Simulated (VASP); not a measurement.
**Bulk modulus of zinc-blende III-V compounds: PBEsol against PBE**

VASP (plane waves, PAW); cells keep the symmetry of their structure type. Static lattice, from a third-order Birch-Murnaghan fit over five volumes at each level.

Here x stands for PBE B0 and y for PBEsol B0.

```csv
solid,PBE B0 (GPa),PBEsol B0 (GPa),cut-off (eV)
InSb,36.8,?,520
InAs,48.5,55.6,520
InP,59.4,66.6,520
GaAs,59.6,69.2,520
AlAs,67.3,72.2,520
BAs,131.9,140.7,520
BP,161.7,168.8,520
BN,372.8,386.2,520
```

Task: Using a straight line, estimate the missing y at x = 36.8 from the other rows, showing the fit.

Result: With u = x - 129, the rows have u = -80.50, -69.60, -69.40, -61.70, 2.90, 32.70, 243.80. Means: u -0.25714, y 137.04. About the means, the sum of products is 81962 and the sum of squares of u is 80463; the slope is their ratio. Least squares gives y = 137.30 + 1.01862·u. Residuals (row less fit): 0.30, 0.20, 2.59, -2.25, 0.45, -1.81, 0.56; standard error 1.77 (degrees of freedom: 5). The slope is 1.02 with a standard error of 0.0062. At the withheld row, u = -92.20, so y = 137.30 + 1.01862 × (-92.20) = 43.38 GPa. The calculation gives 42.8 GPa, 0.58 GPa below the prediction (0.2 % of the range of y in the table). The row lies outside the fitted rows, so this is an extrapolation. From the scatter of the fitted rows alone, a prediction at this place has a standard error of 1.98 GPa, so the miss is 0.3 times that.

The rows are a random draw from the solids of this series computed here; series whose standard error about the line passes 12 to 30 % of the range of y, or with no trend, aren't shown in this form.
